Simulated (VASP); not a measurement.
OSZICAR of a VASP run on MoS$_{2}$ (2H layered):

File OSZICAR:
```
       N       E                     dE             d eps       ncg     rms          rms(c)
DAV:   1     0.456027885246E+03    0.45603E+03   -0.29220E+04  1352   0.156E+03
DAV:   2    -0.232902543359E+02   -0.47932E+03   -0.46876E+03  1504   0.411E+02
DAV:   3    -0.489722586123E+02   -0.25682E+02   -0.25514E+02  1643   0.818E+01
DAV:   4    -0.495045597263E+02   -0.53230E+00   -0.53089E+00  1525   0.115E+01
DAV:   5    -0.495162752164E+02   -0.11715E-01   -0.11711E-01  1575   0.166E+00    0.391E+01
DAV:   6    -0.474112242666E+02    0.21051E+01   -0.18403E+01  1399   0.237E+01    0.136E+01
DAV:   7    -0.471154757745E+02    0.29575E+00   -0.86272E+00  1411   0.147E+01    0.888E+00
DAV:   8    -0.467721049093E+02    0.34337E+00   -0.15995E+00  1561   0.697E+00    0.330E+00
DAV:   9    -0.467833290951E+02   -0.11224E-01   -0.16077E-01  1665   0.189E+00    0.144E+00
DAV:  10    -0.467744853709E+02    0.88437E-02   -0.64215E-02  1477   0.143E+00    0.319E-01
DAV:  11    -0.467744465475E+02    0.38823E-04   -0.30307E-03  1551   0.304E-01    0.210E-01
DAV:  12    -0.467744008557E+02    0.45692E-04   -0.23789E-04  1445   0.817E-02    0.111E-01
DAV:  13    -0.467743836646E+02    0.17191E-04   -0.21888E-04  1601   0.758E-02    0.312E-02
DAV:  14    -0.467743846645E+02   -0.99985E-06   -0.23207E-05  1473   0.282E-02    0.309E-02
DAV:  15    -0.467743838906E+02    0.77388E-06   -0.24324E-06  1180   0.102E-02
   1 F= -.40717561E+02 E0= -.40717561E+02  d E =-.407176E+02
       N       E                     dE             d eps       ncg     rms          rms(c)
DAV:   1    -0.486568228258E+02   -0.18824E+01   -0.63840E+01  1303   0.651E+01    0.234E+01
DAV:   2    -0.466163101202E+02    0.20405E+01   -0.10374E+01  1360   0.229E+01    0.519E+00
DAV:   3    -0.462953963854E+02    0.32091E+00   -0.15939E+00  1412   0.593E+00    0.223E+00
DAV:   4    -0.462379364556E+02    0.57460E-01   -0.29319E-01  1409   0.359E+00    0.160E+00
DAV:   5    -0.462358186073E+02    0.21178E-02   -0.42200E-02  1550   0.132E+00    0.145E+00
DAV:   6    -0.462341748301E+02    0.16438E-02   -0.20857E-02  1407   0.684E-01    0.260E-01
DAV:   7    -0.462340398748E+02    0.13496E-03   -0.44733E-03  1448   0.441E-01    0.597E-02
DAV:   8    -0.462340099943E+02    0.29880E-04   -0.13250E-04  1465   0.749E-02    0.597E-02
DAV:   9    -0.462339986684E+02    0.11326E-04   -0.31029E-05  1459   0.360E-02    0.170E-02
DAV:  10    -0.462339955377E+02    0.31307E-05   -0.16308E-05  1542   0.226E-02    0.114E-02
DAV:  11    -0.462339953847E+02    0.15304E-06   -0.68963E-07   907   0.457E-03
   2 F= -.40606849E+02 E0= -.40606849E+02  d E =0.110712E+00
       N       E                     dE             d eps       ncg     rms          rms(c)
DAV:   1    -0.477944299551E+02   -0.15604E+01   -0.28741E+01  1289   0.444E+01    0.131E+01
DAV:   2    -0.469419370755E+02    0.85249E+00   -0.73268E+00  1408   0.178E+01    0.410E+00
DAV:   3    -0.467027957310E+02    0.23914E+00   -0.16622E+00  1367   0.580E+00    0.239E+00
DAV:   4    -0.466673426049E+02    0.35453E-01   -0.18719E-01  1305   0.277E+00    0.598E-01
DAV:   5    -0.466644525699E+02    0.28900E-02   -0.39010E-02  1472   0.111E+00    0.721E-01
DAV:   6    -0.466645409451E+02   -0.88375E-04   -0.55348E-03  1521   0.390E-01    0.172E-01
DAV:   7    -0.466643957472E+02    0.14520E-03   -0.11133E-03  1352   0.224E-01    0.134E-01
DAV:   8    -0.466643868904E+02    0.88568E-05   -0.12943E-04  1612   0.594E-02    0.449E-02
DAV:   9    -0.466643871852E+02   -0.29487E-06   -0.20774E-05  1213   0.207E-02    0.254E-02
DAV:  10    -0.466643870672E+02    0.11801E-06   -0.74825E-07   901   0.463E-03
   3 F= -.40755636E+02 E0= -.40755636E+02  d E =-.380751E-01
       N       E                     dE             d eps       ncg     rms          rms(c)
DAV:   1    -0.466738941230E+02   -0.95069E-02   -0.27355E+00  1310   0.109E+01    0.204E+00
DAV:   2    -0.466339103391E+02    0.39984E-01   -0.27686E-01  1405   0.355E+00    0.104E+00
DAV:   3    -0.466266604602E+02    0.72499E-02   -0.24901E-02  1586   0.747E-01    0.484E-01
DAV:   4    -0.466251644458E+02    0.14960E-02   -0.62705E-03  1338   0.504E-01    0.465E-01
DAV:   5    -0.466249826499E+02    0.18180E-03   -0.96781E-04  1498   0.167E-01    0.133E-01
DAV:   6    -0.466249719293E+02    0.10721E-04   -0.38717E-04  1425   0.843E-02    0.399E-02
DAV:   7    -0.466249638962E+02    0.80331E-05   -0.79056E-05  1543   0.529E-02    0.106E-02
DAV:   8    -0.466249643310E+02   -0.43480E-06   -0.36455E-06  1238   0.968E-03
   4 F= -.40776870E+02 E0= -.40776870E+02  d E =-.212336E-01
       N       E                     dE             d eps       ncg     rms          rms(c)
DAV:   1    -0.466096896570E+02    0.15274E-01   -0.63703E-01  1317   0.529E+00    0.984E-01
DAV:   2    -0.466004217999E+02    0.92679E-02   -0.66017E-02  1427   0.172E+00    0.510E-01
DAV:   3    -0.465986764135E+02    0.17454E-02   -0.60994E-03  1570   0.367E-01    0.233E-01
DAV:   4    -0.465983185626E+02    0.35785E-03   -0.15455E-03  1352   0.251E-01    0.225E-01
DAV:   5    -0.465982841943E+02    0.34368E-04   -0.21707E-04  1504   0.790E-02    0.661E-02
DAV:   6    -0.465982835776E+02    0.61674E-06   -0.99400E-05  1272   0.422E-02    0.195E-02
DAV:   7    -0.465982817524E+02    0.18252E-05   -0.19845E-05  1527   0.267E-02    0.539E-03
DAV:   8    -0.465982819202E+02   -0.16780E-06   -0.86875E-07   823   0.514E-03
   5 F= -.40779266E+02 E0= -.40779266E+02  d E =-.236300E-01
       N       E                     dE             d eps       ncg     rms          rms(c)
DAV:   1    -0.466385833651E+02   -0.40302E-01   -0.31686E+00  1248   0.115E+01    0.211E+00
DAV:   2    -0.465868847053E+02    0.51699E-01   -0.52813E-01  1449   0.436E+00    0.158E+00
DAV:   3    -0.465726642046E+02    0.14221E-01   -0.52090E-02  1381   0.121E+00    0.467E-01
DAV:   4    -0.465696509329E+02    0.30133E-02   -0.13874E-02  1482   0.593E-01    0.232E-01
DAV:   5    -0.465695289764E+02    0.12196E-03   -0.10751E-03  1596   0.210E-01    0.167E-01
DAV:   6    -0.465695268889E+02    0.20875E-05   -0.29247E-04  1483   0.839E-02    0.405E-02
DAV:   7    -0.465695227866E+02    0.41023E-05   -0.46481E-05  1515   0.370E-02    0.185E-02
DAV:   8    -0.465695206201E+02    0.21666E-05   -0.12280E-05  1250   0.173E-02    0.583E-03
DAV:   9    -0.465695207506E+02   -0.13054E-06   -0.85287E-07   873   0.575E-03
   6 F= -.40791028E+02 E0= -.40791028E+02  d E =-.117617E-01
       N       E                     dE             d eps       ncg     rms          rms(c)
DAV:   1    -0.465742576575E+02   -0.47370E-02   -0.13074E+00  1248   0.742E+00    0.137E+00
DAV:   2    -0.465530327691E+02    0.21225E-01   -0.22006E-01  1449   0.282E+00    0.102E+00
DAV:   3    -0.465470789147E+02    0.59539E-02   -0.21825E-02  1381   0.780E-01    0.305E-01
DAV:   4    -0.465458162138E+02    0.12627E-02   -0.59745E-03  1511   0.387E-01    0.152E-01
DAV:   5    -0.465457739136E+02    0.42300E-04   -0.42314E-04  1582   0.133E-01    0.108E-01
DAV:   6    -0.465457782447E+02   -0.43311E-05   -0.11682E-04  1494   0.536E-02    0.276E-02
DAV:   7    -0.465457771408E+02    0.11039E-05   -0.19106E-05  1517   0.236E-02    0.127E-02
DAV:   8    -0.465457759742E+02    0.11666E-05   -0.48304E-06  1247   0.108E-02    0.448E-03
DAV:   9    -0.465457760310E+02   -0.56811E-07   -0.25520E-07   725   0.329E-03
   7 F= -.40793372E+02 E0= -.40793372E+02  d E =-.141058E-01
       N       E                     dE             d eps       ncg     rms          rms(c)
DAV:   1    -0.466077470196E+02   -0.61971E-01   -0.69603E-01  1268   0.665E+00    0.213E+00
DAV:   2    -0.465900414897E+02    0.17706E-01   -0.10130E-01  1387   0.222E+00    0.420E-01
DAV:   3    -0.465864488530E+02    0.35926E-02   -0.27017E-02  1439   0.731E-01    0.365E-01
DAV:   4    -0.465854804135E+02    0.96844E-03   -0.41675E-03  1372   0.408E-01    0.899E-02
DAV:   5    -0.465854365331E+02    0.43880E-04   -0.99562E-04  1592   0.180E-01    0.127E-01
DAV:   6    -0.465854101433E+02    0.26390E-04   -0.17955E-04  1471   0.673E-02    0.380E-02
DAV:   7    -0.465854049303E+02    0.52130E-05   -0.29437E-05  1394   0.362E-02    0.191E-02
DAV:   8    -0.465854040942E+02    0.83612E-06   -0.21119E-06   990   0.810E-03
   8 F= -.40791610E+02 E0= -.40791610E+02  d E =0.176188E-02
       N       E                     dE             d eps       ncg     rms          rms(c)
DAV:   1    -0.465694090755E+02    0.15996E-01   -0.34475E-01  1275   0.467E+00    0.153E+00
DAV:   2    -0.465605575878E+02    0.88515E-02   -0.48769E-02  1401   0.155E+00    0.289E-01
DAV:   3    -0.465588238512E+02    0.17337E-02   -0.12384E-02  1440   0.499E-01    0.244E-01
DAV:   4    -0.465583798199E+02    0.44403E-03   -0.19570E-03  1394   0.280E-01    0.661E-02
DAV:   5    -0.465583703232E+02    0.94967E-05   -0.46118E-04  1576   0.124E-01    0.941E-02
DAV:   6    -0.465583713663E+02   -0.10432E-05   -0.98141E-05  1435   0.489E-02    0.267E-02
DAV:   7    -0.465583739440E+02   -0.25777E-05   -0.14933E-05  1381   0.257E-02    0.125E-02
DAV:   8    -0.465583742257E+02   -0.28170E-06   -0.10393E-06   816   0.577E-03
   9 F= -.40793755E+02 E0= -.40793755E+02  d E =-.383201E-03
```

Q: Which electronic solver shows in the log?

A: It is blocked Davidson (ALGO = Normal, or the opening steps of other solvers). The INCAR had ALGO = Normal.

Q: Can the final energy be trusted as converged?

A: The run converged. It stopped with EDIFF = 1E-6, NELM = 100, NSW = 40 and EDIFFG = -0.02 after 9 ionic steps (PBEsol GGA, plane waves, VASP's PBE PAW potentials (set 64)). Energy and stress use the plane-wave basis of the starting cell. Without a dispersion term in the relaxation, distances and binding between the weakly bound layers, chains or molecules are unreliable, and so is what depends on them.

The compound is MoS2 in the 2H layered structure. This run relaxes it under an external pressure of 10 GPa. Symmetry was kept, so distortions that lower it aren't found.
